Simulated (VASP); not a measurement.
Here is the system:

```xyz
2
Lattice="0.0000 1.8038 1.8038 1.8038 0.0000 1.8038 1.8038 1.8038 0.0000" Properties=species:S:1:pos:R:3 pbc="T T T"
B      0.0000     0.0000     0.0000
N      0.9019     0.9019     0.9019
```

Calculation: PBE GGA with D4 dispersion, VASP's PBE PAW potentials (set 64) (plane waves; VASP). Run with 520 eV cut-off, Gaussian smearing of 0.050 eV, potentials B N.

### Question
Give the energies of bands 2 to 7 at the high-symmetry points, in eV from the valence-band maximum.

### Answer

```
band     Γ      X      U       L      W
----  ----  -----  -----  ------  -----
2     0.00  -8.96  -8.16  -10.75  -7.61
3     0.00  -4.93  -7.71   -1.95  -7.01
4     0.00  -4.93  -4.10   -1.95  -6.55
5     8.85   4.47   6.93   10.22   9.62
6     8.85   9.27  12.93   10.74  13.38
7     8.85  18.01  15.90   10.74  14.54
```

The gap is indirect, 4.47 eV, from the valence maximum at Γ to the conduction minimum at X.

Measured: gap 6.20 eV at 300 K (computed value off by -1.73 eV), as given by arXiv:1206.3780.

The compound is BN in the zinc blende structure. It was relaxed first.
